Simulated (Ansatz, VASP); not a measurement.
**Cu (generalised stacking fault on (111) of Cu): VASP beside Ansatz**

One calculation is typed for both programs; each brings its own data sets. How far apart do they land? The cell is taken from a series of runs on this material, whose earlier steps may have relaxed, scaled, displaced or heated it; both programs get it as it stands.

Method: plane waves, with VASP 6.6.1 beside it; single point at r2SCAN, in Ansatz 0.2.0.

### Step 1. The structure

The cell holds 12 atoms: 12 Cu. Cell: a = 2.570 Å, b = 2.570 Å, c = 25.205 Å, α = 92.0°, β = 88.0°, γ = 120.0°. It derives from Cu. 48 atoms of Cu, stacked on (1 1 1); one fault a cell: the periodic image above is shifted rigidly by 1.039 A along the in-plane vector of length 4.452 A (<112> type); atoms relaxed along the normal alone with the MACE-MP-0b2 potential. Lattice constants are starting values near those of PBE. Folded to one surface cell (a quarter of the atoms). The structure's axis is c.

### Step 2. VASP: single point, r2SCAN

With cell and atoms fixed, the geometry can't cause a difference; cores, projectors, grids and the points listed under the comparison can.

Lines of VASP's logs that name or quote its potential files are left out, and so is its time.

Contents of INCAR:

```
SYSTEM = Cu
PREC = Accurate
ENCUT = 580
EDIFF = 1E-06
NELM = 120
ISMEAR = -1
SIGMA = 0.1
LREAL = .FALSE.
ALGO = Normal
METAGGA = R2SCAN
LASPH = .TRUE.
NBANDS = 81
LORBIT = 11
LWAVE = .FALSE.
LCHARG = .FALSE.
ISIF = 2
GGA_COMPAT = .FALSE.
LMIXTAU = .TRUE.
KPAR = 2
```

Contents of POSCAR:

```
Cu
1.0
    2.5703400000      0.0000000000      0.0000000000
   -1.2851600000      2.2259800000      0.0000000000
    0.8996200000     -0.5193900000     25.1840200000
Cu
12
Direct
    0.9535100000      0.0464900000      0.1992600000
    0.2674900000      0.7325100000      0.2822350000
    0.5814000000      0.4186000000      0.3654500000
    0.8953100000      0.1046900000      0.4487200000
    0.2092100000      0.7907900000      0.5319750000
    0.5231200000      0.4768800000      0.6152450000
    0.8370200000      0.1629800000      0.6985050000
    0.1509300000      0.8490700000      0.7817750000
    0.4648300000      0.5351700000      0.8650300000
    0.7787400000      0.2212600000      0.9483000000
    0.0926500000      0.9073500000      0.0315150000
    0.4066300000      0.5933700000      0.1144900000
```

Contents of KPOINTS:

```
Automatic mesh
0
Gamma
12 12 1
0 0 0
```

Potentials, in the order of the species: Cu (PBE family, release 64).

Launch:

```sh
$ mpirun -np 2 vasp_std
```

Numbers of over 12 decimals in the logs are rounded to 6 here.

Output:

```text
[banner, memory and clock lines left out]
running    2 mpi-ranks, on    1 nodes
 distrk:  each k-point on    1 cores,    2 groups
 distr:  one band on    1 cores,    1 groups

 POSCAR found type information on POSCAR Cu
 POSCAR found :  1 types and      12 ions
|                                                                             |
|               ----> ADVICE to this user running VASP <----                  |
|                                                                             |
|     You enforced a specific xc type in the INCAR file but a different       |
|     [... a line on the potential file left out ...]
|     I HOPE YOU KNOW WHAT YOU ARE DOING!                                     |
|                                                                             |

 LDA part: xc-table for (None), standard interpolation
 POSCAR, INCAR and KPOINTS ok, starting setup
 FFT: planning ... GRIDC
 FFT: planning ... GRID_SOFT
 FFT: planning ... GRID
 WAVECAR not read
 entering main loop
       N       E                     dE             d eps       ncg     rms          rms(c)
DAV:   1     0.132689430524E+04    0.13269E+04   -0.59862E+04  6974   0.327E+03
DAV:   2     0.100474684746E+03   -0.12264E+04   -0.11853E+04  6966   0.616E+02
DAV:   3    -0.144838741827E+03   -0.24531E+03   -0.22758E+03  6982   0.296E+02
DAV:   4    -0.160313679586E+03   -0.15475E+02   -0.15079E+02  7654   0.102E+02
DAV:   5    -0.160597230134E+03   -0.28355E+00   -0.28312E+00  8020   0.159E+01    0.270E+01
DAV:   6    -0.147359224084E+03    0.13238E+02   -0.12960E+02  7755   0.146E+02    0.144E+01
DAV:   7    -0.142653945329E+03    0.47053E+01   -0.22669E+01  8116   0.964E+01    0.533E+00
DAV:   8    -0.142097902766E+03    0.55604E+00   -0.10575E+01  9012   0.677E+01    0.149E+00
DAV:   9    -0.138263061282E+03    0.38348E+01   -0.19408E+00  9042   0.209E+01    0.206E+00
DAV:  10    -0.137296903888E+03    0.96616E+00   -0.74412E-01  7976   0.174E+01    0.174E+00
DAV:  11    -0.136907087209E+03    0.38982E+00   -0.11479E-01  8195   0.447E+00    0.122E+00
DAV:  12    -0.136297333279E+03    0.60975E+00   -0.38116E-02  8132   0.290E+00    0.768E-01
DAV:  13    -0.135252438524E+03    0.10449E+01   -0.73589E-02  7809   0.414E+00    0.174E-01
DAV:  14    -0.135066616175E+03    0.18582E+00   -0.12801E-02  7826   0.121E+00    0.167E-01
[...]
DAV:  44    -0.129780773529E+03   -0.92432E-04   -0.84994E-05  9112   0.680E-02    0.419E-02
DAV:  45    -0.129780799982E+03   -0.26453E-04   -0.36483E-05 10895   0.603E-02    0.245E-02
DAV:  46    -0.129780798638E+03    0.13439E-05   -0.18768E-05  9600   0.449E-02    0.137E-02
DAV:  47    -0.129780790209E+03    0.84289E-05   -0.78845E-06  8166   0.315E-02    0.592E-03
DAV:  48    -0.129780788775E+03    0.14345E-05   -0.95104E-07  4326   0.119E-02    0.374E-03
DAV:  49    -0.129780787763E+03    0.10119E-05   -0.52648E-07  3750   0.716E-03    0.230E-03
DAV:  50    -0.129780788780E+03   -0.10175E-05   -0.67856E-07  3744   0.116E-02    0.103E-03
DAV:  51    -0.129780788487E+03    0.29316E-06   -0.61635E-07  3619   0.594E-03
   1 F= -.12978079E+03 E0= -.12971157E+03  d E =-.138444E+00
```

OUTCAR, selected parts (step 2):

```text
ion  position               nearest neighbor table
   1  0.954  0.046  0.199-  12 2.51  12 2.51   2 2.56   2 2.56   2 2.56
   2  0.267  0.733  0.282-   1 2.56   1 2.56   1 2.56   3 2.57   3 2.57   3 2.57
   3  0.581  0.419  0.365-   2 2.57   2 2.57   2 2.57   4 2.57   4 2.57   4 2.57
   4  0.895  0.105  0.449-   5 2.57   5 2.57   5 2.57   3 2.57   3 2.57   3 2.57
   5  0.209  0.791  0.532-   4 2.57   4 2.57   4 2.57   6 2.57   6 2.57   6 2.57
   6  0.523  0.477  0.615-   7 2.57   7 2.57   7 2.57   5 2.57   5 2.57   5 2.57
   7  0.837  0.163  0.699-   6 2.57   6 2.57   6 2.57   8 2.57   8 2.57   8 2.57
   8  0.151  0.849  0.782-   9 2.57   9 2.57   9 2.57   7 2.57   7 2.57   7 2.57
   9  0.465  0.535  0.865-   8 2.57   8 2.57   8 2.57  10 2.57  10 2.57  10 2.57
  10  0.779  0.221  0.948-  11 2.57  11 2.57  11 2.57   9 2.57   9 2.57   9 2.57
  11  0.093  0.907  0.032-  12 2.56  12 2.56  12 2.56  10 2.57  10 2.57  10 2.57
  12  0.407  0.593  0.114-   1 2.51   1 2.51  11 2.56  11 2.56  11 2.56

  LATTYP: Found a base centered monoclinic cell.
 ALAT       =     4.4519509443
 B/A-ratio  =     0.5773525496
 C/A-ratio  =     5.6616605069
 COS(beta)  =    -0.0412128884

 Subroutine GETGRP returns: Found  4 space group operations
 (whereof  2 operations were pure point group operations)

The static configuration has the point symmetry C_1h.
 The point group associated with its full space group is C_2h.

 Found     43 irreducible k-points:

   k-points           NKPTS =     43   k-points in BZ     NKDIM =     43   number of bands    NBANDS=     81

   dimension x,y,z NGX =    20 NGY =   20 NGZ =  200
   dimension x,y,z NGXF=    40 NGYF=   40 NGZF=  400

   ENCUT  =  580.0 eV  42.63 Ry    6.53 a.u.   5.05  5.05 49.50*2*pi/ulx,y,z

   NELECT =     132.0000    total number of electrons

 k-points in reciprocal lattice and weights: Automatic mesh
   0.00000000  0.00000000  0.00000000       0.007
   0.08333333 -0.00000000  0.00000000       0.028
   0.16666667  0.00000000  0.00000000       0.028
   0.25000000  0.00000000  0.00000000       0.028
   0.33333333  0.00000000 -0.00000000       0.028
   0.41666667  0.00000000 -0.00000000       0.028
   0.50000000  0.00000000  0.00000000       0.014
   0.08333333  0.08333333 -0.00000000       0.014
   0.16666667  0.08333333  0.00000000       0.028
[...]
-0.41666667  0.41666667  0.00000000       0.014
   0.50000000  0.50000000 -0.00000000       0.007

 average (electrostatic) potential at core
       1 -69.4488       2 -69.4773       3 -69.4760       4 -69.4767       5 -69.4776
       6 -69.4773       7 -69.4773       8 -69.4774       9 -69.4770      10 -69.4758
      11 -69.4771      12 -69.4489

 E-fermi :   7.1335

 k-point     1 :       0.0000    0.0000    0.0000
  band No.  band energies     occupation
    ...
     68       5.4230      2.00000
     69       5.4263      2.00000
     70       5.4544      2.00000
     71       5.4955      2.00000
     72       6.2019      1.99982
     73      11.0815      0.00000
     74      12.7393      0.00000
     75      12.7766      0.00000
     76      16.0597      0.00000
     77      16.1072      0.00000
    ...

 k-point     2 :       0.0833   -0.0000    0.0000
  band No.  band energies     occupation
    ...
     68       5.4660      2.00000
     69       5.5712      2.00000
     70       6.1414      1.99990
     71       6.2452      1.99972
     72       7.0578      1.36135
     73      11.1472      0.00000
     74      12.8420      0.00000
     75      12.9563      0.00000
     76      16.1860      0.00000
     77      16.3336      0.00000
    ...

 k-point     3 :       0.1667    0.0000    0.0000
  band No.  band energies     occupation
    ...
     66       5.4777      2.00000
     67       5.5427      2.00000
     68       5.7927      2.00000
     69       6.1573      1.99988
     70       7.0680      1.31652
     71       7.3061      0.30212
     72       8.4160      0.00001
     73      11.3722      0.00000
     74      13.2381      0.00000
     75      13.4594      0.00000
    ...

  Total       -5.7129423     -5.4113805     -5.6322952      0.2611391     -0.1022900      0.1771735
  in kB      -63.5233698    -60.1702433    -62.6266388      2.9036588     -1.1373828      1.9700281
  external PRESSURE =     -62.1067506 kB  Pullay stress =       0.0000000 kB

  energy-cutoff  :      580.00
  volume of cell :      144.09
      direct lattice vectors                 reciprocal lattice vectors
     2.570340000  0.000000000  0.000000000     0.389053588  0.224618420 -0.009265234
    -1.285160000  2.225980000  0.000000000     0.000000000  0.449240335  0.009265039
     0.899620000 -0.519390000 25.184020000     0.000000000  0.000000000  0.039707719

 POSITION                                       TOTAL-FORCE (eV/Angst)
 -----------------------------------------------------------------------------------
      2.57036     -0.00001      5.01817         0.065964     -0.038084      0.011371
      0.00005      1.48396      7.10781         0.004312     -0.002490      0.034350
      1.28519      0.74198      9.20350        -0.004384      0.002531      0.002689
      2.57039     -0.00002     11.30057        -0.005469      0.003158     -0.003381
      0.00002      1.48398     13.39727        -0.001635      0.000944      0.002148
      1.28522      0.74197     15.49434        -0.002470      0.001426      0.001143
      2.57036     -0.00001     17.59116         0.002470     -0.001426     -0.001143
      0.00005      1.48397     19.68824         0.001635     -0.000944     -0.002148
      1.28519      0.74199     21.78493         0.005469     -0.003158      0.003381
      2.57038     -0.00002     23.88201         0.004384     -0.002531     -0.002689
     -0.89960      2.00337      0.79367        -0.004312      0.002490     -0.034350
      0.38560      1.26136      2.88332        -0.065964      0.038084     -0.011371
 -----------------------------------------------------------------------------------
    total drift:                               -0.001702      0.000984      0.001437

  FREE ENERGIE OF THE ION-ELECTRON SYSTEM (eV)
  ---------------------------------------------------
  free  energy   TOTEN  =      -129.7807884872 eV

  energy  without entropy=     -129.6423447103  energy(sigma->0) =     -129.71156660

 total charge
# of ion       s       p       d       tot
------------------------------------------
    1        0.451   0.383   9.194  10.028
    2        0.452   0.390   9.191  10.033
    3        0.452   0.389   9.190  10.031
    4        0.452   0.388   9.191  10.031
    5        0.452   0.388   9.191  10.031
    6        0.452   0.388   9.191  10.031
    7        0.452   0.388   9.191  10.031
    8        0.452   0.388   9.191  10.031
    9        0.452   0.388   9.191  10.031
   10        0.452   0.389   9.190  10.031
   11        0.452   0.390   9.191  10.033
   12        0.451   0.383   9.194  10.028
--------------------------------------------------
tot          5.420   4.652 110.298 120.369

[... 3 further parts left out ...]
```

The PAW data sets were made with PBE, which is usual practice but a small mismatch for other functionals.

### Step 3. Ansatz: single point, r2SCAN

Ansatz runs on its default PAW (the set named soft_2) files.

The same cell, functional, mesh and smearing now go to Ansatz, which takes its cutoff from its data sets.

Contents of input.yaml:

```yaml
crystal:
  lattice:
    - [2.57034, 0.0, 0.0]
    - [-1.28516, 2.22598, 0.0]
    - [0.89962, -0.51939, 25.18402]
  atoms:
    - { symbol: Cu, position: [0.95351, 0.04649, 0.19926] }
    - { symbol: Cu, position: [0.26747, 0.73253, 0.28223] }
    - { symbol: Cu, position: [0.5814, 0.4186, 0.36545] }
    - { symbol: Cu, position: [0.8953, 0.1047, 0.44872] }
    - { symbol: Cu, position: [0.2092, 0.7908, 0.53197] }
    - { symbol: Cu, position: [0.52311, 0.47689, 0.61524] }
    - { symbol: Cu, position: [0.83701, 0.16299, 0.6985] }
    - { symbol: Cu, position: [0.15092, 0.84908, 0.78177] }
    - { symbol: Cu, position: [0.46482, 0.53518, 0.86503] }
    - { symbol: Cu, position: [0.77874, 0.22126, 0.9483] }
    - { symbol: Cu, position: [0.09263, 0.90737, 0.03151] }
    - { symbol: Cu, position: [0.40663, 0.59337, 0.11449] }
kpoints:
  mp_grid: { grid: [12, 12, 1] }
hamiltonian:
  xc: r2scan
scf:
  occupations: { method: fermi_dirac, width: 0.1 }
output:
  forces: true
```

Launch:

```sh
$ ansatz run input.yaml --threads 11 --pin off --max-ram 102400MiB --backend cuda --events-out ev --progress --plain --runs-dir out
```

Output:

```text
Engine: ansatz 0.2.0, x86_64-unknown-linux-gnu
Pseudopotentials: kind: paw
Pseudopotential: Cu, paw, valence charge 19, recommended cutoff 500 eV (meta_gga), Cu.paw.azcp
Functional definition: r2SCAN
  parameter k0 = 0.174
  parameter k1 = 0.065
  parameter a1 = 4.9479
  exchange = r2scan_x(k0 = k0, k1 = k1, a1 = a1)
  correlation = r2scan_c
device memory: the entry about to start is reckoned to put 9.9 GiB on a device that reports 78.6 GiB free
GPU FFT provider: cuFFT
GPU libraries: cuBLAS 13.8.2, cuFFT 12.4.0, cuSOLVER 12.3.4
Crystal: 12 atoms, lattice volume = 144.091 Å³
Basis set: ecut = 500 eV, 3687 PW (Γ), exchange–correlation on 80×80×768 points (64 copies of the dense FFT grid, shifted against one another)
Bands: 127, of which v1, the nominal top of the filled ones, is band 114 counted from 1 (113 counted from 0)
Symmetry: 2 space group operations
Space group: Cm (ITA 8), of the structure as read, at distance tolerance 5.2e-5 Å
k-points: 43 of 144 (time reversal used)
Non-local potential: Cu, projectors of the file, l = 0: 3, l = 1: 2, l = 2: 3, l = 3: 1
PAW form: soft (Blöchl's): semilocal exchange-correlation on the pseudo side does not see the compensation charge
PAW frozen core: Cu, regenerated for the run's functional (the file was generated under x = pbe(κ = 0.804, μ = 0.219515), c = pbe(β = 0.066725))
PAW one-centre angular grid: Cu, 590 points (default); XC on 160 Gauss nodes
Initial density: superposition of atomic densities (neutral atoms: chi_scale 0, normalization atom), corrected by the library's trained network
Initial wavefunctions: pseudopotential atomic-orbital guess
GPU buffer pool allocated for 76800 grid points (all kernels)
GPU transforms: local potential and band sums: pruned to the plane-wave sphere, on 20×20×192
Functional: x = r2scan, c = r2scan; τ floored in thin density (d = 2e-4 eV/Å³)
SCF iter   1: F=—  HF=-79574.910076 eV  |F-HF|=—  |Δ(HF+E_count)|=         —  Δρ=4.00e-2  dr2=1.27e0  dr2_τ=1.06e-2  ethr=1.77e-3  ⟨swp⟩=3.7  Hψ=15739  notcnv=0  defer=58
preconditioner: auto → Kerker (q_TF=auto, 2.945 Å⁻¹)  [metal: Δε(μ)=0.014 eV  Ē_g=8.112 eV  σ=0.100 eV  W_gap=0.03  n_scr=62 (ndim 8)  ℏωp=35.5 eV  f_vac=0.000  D(μ)=4.13/eV (n_scr^D=18)]
SCF iter   2: F=—  HF=-79574.779029 eV  |F-HF|=—  |Δ(HF+E_count)|=   1.31e-1  Δρ=1.21e-2  dr2=7.89e-2  dr2_τ=1.46e-2  ethr=5.59e-4  ⟨swp⟩=2.0  Hψ=9636  notcnv=0  defer=129
SCF iter   3: F=—  HF=-79574.703673 eV  |F-HF|=—  |Δ(HF+E_count)|=   7.54e-2  Δρ=9.13e-3  dr2=8.22e-2  dr2_τ=5.16e-4  ethr=3.46e-5  ⟨swp⟩=2.0  Hψ=10664  notcnv=0  defer=129
SCF iter   4: F=—  HF=-79574.682695 eV  |F-HF|=—  |Δ(HF+E_count)|=   2.10e-2  Δρ=1.53e-3  dr2=2.96e-3  dr2_τ=1.45e-4  ethr=3.46e-5  ⟨swp⟩=1.4  Hψ=6446  notcnv=0  defer=122
SCF iter   5: F=—  HF=-79574.688142 eV  |F-HF|=—  |Δ(HF+E_count)|=   5.45e-3  Δρ=2.45e-3  dr2=1.07e-2  dr2_τ=3.41e-5  ethr=1.30e-6  ⟨swp⟩=2.0  Hψ=10261  notcnv=0  defer=122
SCF iter   6: F=—  HF=-79574.689724 eV  |F-HF|=—  |Δ(HF+E_count)|=   1.58e-3  Δρ=6.93e-4  dr2=1.10e-3  dr2_τ=3.89e-6  ethr=1.30e-6  ⟨swp⟩=2.0  Hψ=7984  notcnv=0  defer=122
SCF iter   7: F=—  HF=-79574.687314 eV  |F-HF|=—  |Δ(HF+E_count)|=   2.41e-3  Δρ=1.52e-4  dr2=8.20e-5  dr2_τ=2.28e-7  ethr=4.84e-7  ⟨swp⟩=1.8  Hψ=5749  notcnv=0  defer=122
SCF iter   8: F=—  HF=-79574.684226 eV  |F-HF|=—  |Δ(HF+E_count)|=   3.09e-3  Δρ=9.75e-5  dr2=4.22e-5  dr2_τ=8.42e-8  ethr=3.60e-8  ⟨swp⟩=2.1  Hψ=7546  notcnv=0  defer=122
SCF iter   9: F=—  HF=-79574.684227 eV  |F-HF|=—  |Δ(HF+E_count)|=   9.93e-7  Δρ=3.88e-5  dr2=2.93e-6  dr2_τ=1.90e-8  ethr=1.85e-8  ⟨swp⟩=1.0  Hψ=5339  notcnv=0  defer=122
SCF iter  10: F=—  HF=-79574.684227 eV  |F-HF|=—  |Δ(HF+E_count)|=   4.63e-7  Δρ=1.81e-5  dr2=9.56e-7  dr2_τ=5.49e-9  ethr=1.29e-9  ⟨swp⟩=2.2  Hψ=7428  notcnv=0  defer=122
SCF iter  11: F=—  HF=-79574.684228 eV  |F-HF|=—  |Δ(HF+E_count)|=   2.93e-7  Δρ=1.08e-5  dr2=3.43e-7  dr2_τ=8.17e-10  ethr=4.19e-10  ⟨swp⟩=2.0  Hψ=8111  notcnv=0  defer=122
SCF iter  12: F=-79574.684227 eV  HF=-79574.684228 eV  |F-HF|=6.66e-8  |Δ(HF+E_count)|=   6.48e-9  Δρ=7.76e-6  dr2=7.34e-8  dr2_τ=4.53e-10  ethr=4.39e-11  ⟨swp⟩=2.9  Hψ=20000  notcnv=0
SCF 1 converged in 12 iterations: F = -79574.684227 eV  dr2 = 7.34e-8
  greatest PAW one-centre occupation: 1.000 electrons in one spin orbital (limit 2), on the Cu atom at site 11 (counted from 0), in its partial waves of l = 0
SCF converged after 12 iterations
Free energy (F): -79574.684227 eV
Harris-Foulkes:  -79574.684228 eV  (|F-HF|=6.66e-8)
Internal energy: -79574.544562 eV  (E = F + TS)
E sigma→0 (E₀):  -79574.614395 eV
Entropy (-TS):   -0.139665 eV (-11.639 meV/atom)
Fermi energy:    16.150605 eV
--- Per-component energies (eV) ---
  E_band       = -4705.033778
  E_kinetic    = 3593.017620
  E_local      = -49109.516346  (includes V_loc(G=0)·N_el)
  E_nonlocal   = 4750.186965
  E_hartree    = 21675.143750
  E_xc         = -1001.781252
  E_vxc        = -1490.186814  (∫ρ·V_xc dr)
  E_paw        = -20144.123156  (= ΣΔE_a)
  E_vpaw       = -5906.065617  (= ΣTr[D̂ρ^β])
  E_aug_tail   = 0.001687  (compensation charges beyond the density's cutoff)
  E_vtau       = 107.192762  (kinetic-family band-sum trace: ∫τ·v_τ [+ j·A + Jᵃ·Aᵃ] dr)
  E_ewald      = -39333.860534
  E_core_change = -3.613296  (= ΣΔE_core)
  E_smearing   = -0.139665  (= −TS)
  E_closure    = -0.000000  (closes the sum)
  Σ components = -79574.684227   (vs F -79574.684227, Δ=0.00e0)
--- Forces (eV/Å), atoms counted from 1 ---
  atom   1  Cu     0.06310645    -0.03643471     0.01056616
  atom   2  Cu     0.00539821    -0.00311667     0.03440306
  atom   3  Cu    -0.00267123     0.00154224     0.00188552
  atom   4  Cu    -0.00079539     0.00045922    -0.00383043
  atom   5  Cu     0.00100166    -0.00057831     0.00179204
  atom   6  Cu     0.00006146    -0.00003548    -0.00014462
  atom   7  Cu    -0.00006105     0.00003525     0.00019212
  atom   8  Cu    -0.00099729     0.00057579    -0.00098218
  atom   9  Cu     0.00084925    -0.00049032     0.00298006
  atom  10  Cu     0.00249518    -0.00144060    -0.00270633
  atom  11  Cu    -0.00516278     0.00298075    -0.03274870
  atom  12  Cu    -0.06322429     0.03650275    -0.01140696
  max |Σ_I F_I| component: 2.68e-7 eV/Å
```

Reading the cycles: dr2 is the Hartree energy of the density residual (eV), the measure of convergence; HF is the Harris–Foulkes estimate of the energy, which meets the free energy F at convergence.

### Step 4. Differences

Known differences besides the potentials themselves: VASP keeps PBE cores, Ansatz makes them for the functional; the data sets hold 228 valence electrons in Ansatz (on its default PAW (the set named soft_2) files) and 132 in VASP; the cutoff is 500 eV in Ansatz and 580 eV in VASP. Total energies have different zeros and are not compared.

Forces on 7 of the 12 atoms, those with the largest forces and the largest differences (eV/Å; atoms numbered as in POSCAR):

```
atom         Ansatz x, y, z           VASP x, y, z
 Cu1   0.063, -0.036, 0.011   0.066, -0.038, 0.011
 Cu2   0.005, -0.003, 0.034   0.004, -0.002, 0.034
 Cu4  -0.001, 0.000, -0.004  -0.005, 0.003, -0.003
 Cu9    0.001, 0.000, 0.003   0.005, -0.003, 0.003
Cu10  0.003, -0.001, -0.003  0.004, -0.003, -0.003
Cu11  -0.005, 0.003, -0.033  -0.004, 0.002, -0.034
Cu12  -0.063, 0.036, -0.011  -0.066, 0.038, -0.011
```

The forces differ by 1.9 meV/Å r.m.s., which is 9.6 % of the r.m.s. force of 0.020 eV/Å (both taken over all components).

### Step 5. What came out

| Property | Result |
| --- | --- |
| r.m.s. force difference (single point, r2SCAN) | 1.9 meV/Å |

The r.m.s. force difference is 1.9 meV/Å (single point, r2SCAN), within the 12 meV/Å picked in this series as the mark of a large difference. The data sets hold unlike numbers of valence electrons (228 in Ansatz and 132 in VASP), so part of the differences comes from the potentials. How closely two codes agree says nothing of how well the functional describes the real material.

[Lines on the potential files, build, host, timing and source positions are cut from VASP's logs without a mark.]

[Logs are printed without paths, hosts, clocks, repeated set-up lines and the standing remarks that a program may print on its own settings, such as how far it seeks lower states.]

[Hosts, paths, dates, database ids (printed as entryN), source tags and the programs' standing remarks are cut or masked in the printed files.]
